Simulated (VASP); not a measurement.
Write the native input for VASP 6.6.1 that does the following.

| Item | Value |
| --- | --- |
| Task | single point |
| Functional | PBE |
| Potentials or basis | VASP PAW PBE potentials, release 64 (Gd, N) |
| Cutoff | 520 eV |
| k mesh | 7 × 7 × 7 |
| Occupations | fermi-dirac, width 0.05 eV |
| Spin | collinear spin, ferromagnetic start |
| Starting moments | [7.0, 7.0, 0.0, 0.0] μB |
| Hubbard terms | Gd f U = 6 eV |
| Further INCAR settings | ALGO = All; EDIFF = 1e-06; NBANDS = 35 |

The structure of GdN lies in POSCAR:

```
GdN
1.0
    2.5350000000      2.5350000000      5.0700000000
    5.0700000000      2.5350000000      2.5350000000
    2.5350000000      5.0700000000      2.5350000000
Gd N
2 2
Direct
    0.0000000000      0.0000000000      0.0000000000
    0.5000000000      0.5000000000      0.5000000000
    0.2500000000      0.2500000000      0.2500000000
    0.7500000000      0.7500000000      0.7500000000
```

The cell comes from a database or a generator and needn't be the stable form of this composition.

The input as run:

INCAR

```
SYSTEM = GdN
PREC = Accurate
ENCUT = 520
EDIFF = 1E-6
ISMEAR = -1
SIGMA = 0.05
LREAL = .FALSE.
LASPH = .TRUE.
NELM = 300
ALGO = All
ISIF = 2
LWAVE = .FALSE.
LCHARG = .FALSE.
ISPIN = 2
MAGMOM = 7 7 0 0
LORBIT = 11
LMAXMIX = 6
LDAU = .TRUE.
LDAUTYPE = 2
LDAUL = 3 -1
LDAUU = 6 0
LDAUJ = 0 0
LDAUPRINT = 1
GGA = PE
NBANDS = 35
```

KPOINTS

```
regular mesh
0
G
  7 7 7
  0 0 0
```

Potentials or basis: VASP PAW PBE potentials, release 64 (Gd, N).

Command:

```console
$ cat potpaw_PBE.64/Gd/POTCAR potpaw_PBE.64/N/POTCAR > POTCAR
$ mpirun -np 1 vasp_std > vasp.out
```

Results of the run:

- Pressure: -5.3 GPa
- Band gap on the k mesh: none (metal or under the smearing width)
- Net moment: 14.00 μB per cell
- Site moments: Gd +6.87; N -0.11 μB
- Valence electrons inside the program's atomic spheres: Gd 15.18; N 3.61

Caveat: spin-orbit coupling is left out, which moves the levels of the heavy elements.

Wall time 21 min on 1 thread of Intel(R) Xeon(R) Platinum 8488C (Sapphire Rapids), on a shared host, peak memory 0.66 GiB.
